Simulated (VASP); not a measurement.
Input:

```
CELL_PARAMETERS angstrom
     -3.00203     3.00203     5.68922
      3.00203    -3.00203     5.68922
      3.00203     3.00203    -5.68922
ATOMIC_POSITIONS crystal
  Cd 0.25000 0.75000 0.50000
  Cd 0.50000 0.50000 0.00000
  Ge 0.00000 0.00000 0.00000
  Ge 0.75000 0.25000 0.50000
  As 0.87500 0.34622 0.97122
  As 0.65378 0.62500 0.52878
  As 0.37500 0.90378 0.02878
  As 0.09622 0.12500 0.47122
```

Level of theory: PBEsol GGA, VASP's PBE PAW potentials (set 64) (plane waves; VASP). Run with 300 eV cut-off, 5×5×5 Γ-centred mesh, first-order Methfessel-Paxton smearing of 0.10 eV, potentials Cd Ge_d As.

At this cut-off the stress carries a Pulay error, which pulls relaxed volumes low. Energy and stress use the plane-wave basis of the starting cell.

The ions, cell shape and volume are relaxed. Predict the relaxed structure.

```
CELL_PARAMETERS angstrom
     -2.97509     2.97509     5.64331
      2.97509    -2.97509     5.64331
      2.97509     2.97509    -5.64331
ATOMIC_POSITIONS crystal
  Cd 0.25000 0.75000 0.50000
  Cd 0.50000 0.50000 0.00000
  Ge 0.00000 0.00000 0.00000
  Ge 0.75000 0.25000 0.50000
  As 0.87500 0.34950 0.97450
  As 0.65050 0.62500 0.52550
  As 0.37500 0.90050 0.02550
  As 0.09950 0.12500 0.47450
```
Space group I-42d (122), at a tolerance of 0.03 Å.

How do energy and volume change from the first to the last step?

The energy (σ→0) changes by -4.1 meV/atom and the volume by -2.6 %, in 5 ionic steps.

The structure comes from a computed database's CdGeAs2 entry; how it stands against other phases isn't given here. This run relaxes it. Symmetry was kept, so distortions that lower it aren't found. The run is one of a series of settings (EDIFFG = -0.01, IBRION = 2, ISIF = 3, NSW = 50 against the base run), some of them coarse on purpose.
